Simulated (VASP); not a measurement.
Input:

```yaml
crystal:
  lattice:
    - [1.66005, -2.87529, 0.00000]
    - [1.66005, 2.87529, 0.00000]
    - [0.00000, 0.00000, 14.04059]
  atoms:
    - { symbol: Mo, position: [0.33333, 0.66667, 0.25000] }
    - { symbol: Mo, position: [0.66667, 0.33333, 0.75000] }
    - { symbol: Se, position: [0.33333, 0.66667, 0.86903] }
    - { symbol: Se, position: [0.66667, 0.33333, 0.36903] }
    - { symbol: Se, position: [0.66667, 0.33333, 0.13097] }
    - { symbol: Se, position: [0.33333, 0.66667, 0.63097] }
```

Computed with PBE GGA, VASP's PBE PAW potentials (set 64) (plane waves; VASP 6.6.1). Numerical set-up: 400 eV cut-off, 9×9×2 Γ-centred mesh, tetrahedra with Blöchl corrections, potentials Mo_sv Se.

The cores are frozen, which limits the accuracy of field gradients. Without a dispersion term in the relaxation, distances and binding between the weakly bound layers, chains or molecules are unreliable, and so is what depends on them.

Give the principal components of the electric field gradient (V/Å²) and the asymmetry η at each nucleus.

```csv
atom,Vxx,Vyy,Vzz,η
Mo1,36.1,36.1,-72.3,0.00
Mo2,36.1,36.1,-72.3,0.00
Se3,49.8,49.8,-99.7,0.00
Se4,49.8,49.8,-99.7,0.00
Se5,49.8,49.8,-99.7,0.00
Se6,49.8,49.8,-99.7,0.00
```

The compound is MoSe2 in the 2H layered structure. It was relaxed first, which changed the volume by +11 %.
